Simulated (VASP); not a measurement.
Consider the following.

```
PbF2
1.0
    0.00000     2.91857     2.91857
    2.91857     0.00000     2.91857
    2.91857     2.91857     0.00000
Pb F
1 2
Direct
  0.00000   0.00000   0.00000
  0.25000   0.25000   0.25000
  0.75000   0.75000   0.75000
```

Calculation: r2SCAN+rVV10, VASP's PBE PAW potentials (set 64) (plane waves; VASP 6.6.1). Settings: 520 eV cut-off, 7×7×7 Γ-centred mesh, Gaussian smearing of 0.050 eV, potentials Pb_d F.

### Question
Give the stress tensor in GPa (positive for a compressed cell).

### Answer

```
2.53  0.00  0.00
0.00  2.53  0.00
0.00  0.00  2.53
```
The pressure is its mean diagonal, 2.53 GPa.

The compound is PbF2 in the fluorite structure, the β form. This cell is one point of a volume scan, at 0.97 of the reference volume.
